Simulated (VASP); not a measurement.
An input for Quantum ESPRESSO's pw.x (written as the equivalent of a VASP run, and not itself run):

```
&CONTROL
  calculation = 'scf'
  pseudo_dir = './pseudo'
  outdir = './out'
  tprnfor = .true.
  tstress = .true.
/
&SYSTEM
  ibrav = 0
  nat = 6
  ntyp = 2
  ecutwfc = 80
  occupations = 'smearing'
  smearing = 'fermi-dirac'
  degauss = 0.009996
  input_dft = 'pz'
/
&ELECTRONS
  conv_thr = 7.3e-08
  electron_maxstep = 100
/
ATOMIC_SPECIES
  Mo 95.950 Mo.upf
  W 183.840 W.upf
CELL_PARAMETERS angstrom
     0.0000000    3.9400410    3.9400410
     3.9400410    0.0000000    3.9400410
     3.9400410    3.9400410    0.0000000
ATOMIC_POSITIONS crystal
  Mo   0.1250000  0.1250000  0.1250000
  Mo   0.6250000  0.1250000  0.1250000
  Mo   0.1250000  0.6250000  0.1250000
  Mo   0.1250000  0.1250000  0.6250000
  W    0.7500000  0.7500000  0.7500000
  W    0.5000000  0.5000000  0.5000000
K_POINTS automatic
  4 4 4 0 0 0
```

**Question.** Write the VASP files for the same calculation (LDA).

**Answer.** This is not unique; one that fits is 
KPOINTS:
```
Automatic mesh
0
Gamma
4 4 4
0 0 0
```

INCAR:
```
SYSTEM = Mo2W
PREC = Accurate; ENCUT = 300; LREAL = F
LASPH = T
EDIFF = 1E-6; NELM = 100; ALGO = Normal
LMAXMIX = 6
ISMEAR = -1; SIGMA = 0.136
ISIF = 2
LWAVE = F; LCHARG = F
```

File POSCAR:
```
Mo2W
1
    0.0000000000     3.9400410000     3.9400410000
    3.9400410000     0.0000000000     3.9400410000
    3.9400410000     3.9400410000     0.0000000000
Mo W
4 2
Direct
  0.1250000000   0.1250000000   0.1250000000
  0.6250000000   0.1250000000   0.1250000000
  0.1250000000   0.6250000000   0.1250000000
  0.1250000000   0.1250000000   0.6250000000
  0.7500000000   0.7500000000   0.7500000000
  0.5000000000   0.5000000000   0.5000000000
```

POTCAR, in this order: Mo_sv W_sv (LDA.64 set). Program: vasp_std.

What does not carry over: the potentials are each code's own (VASP's PAW set, PseudoDojo norm-conserving files in pw.x), so ENCUT and ecutwfc are chosen apart and not converted; conv_thr bounds pw.x's estimated SCF error, while EDIFF bounds the energy change between steps.

The structure was generated: Mo2W was put into an ordered model structure, which need not be its known phase. The cell was not relaxed at this level. The k-mesh is coarse (spacing up to 0.35 per Å, 2π included), so the numbers may not be converged in it. The run is one of a series of settings (GGA removed, POTCAR Mo_sv W_sv (LDA.64 set) against the base run), some of them coarse on purpose.
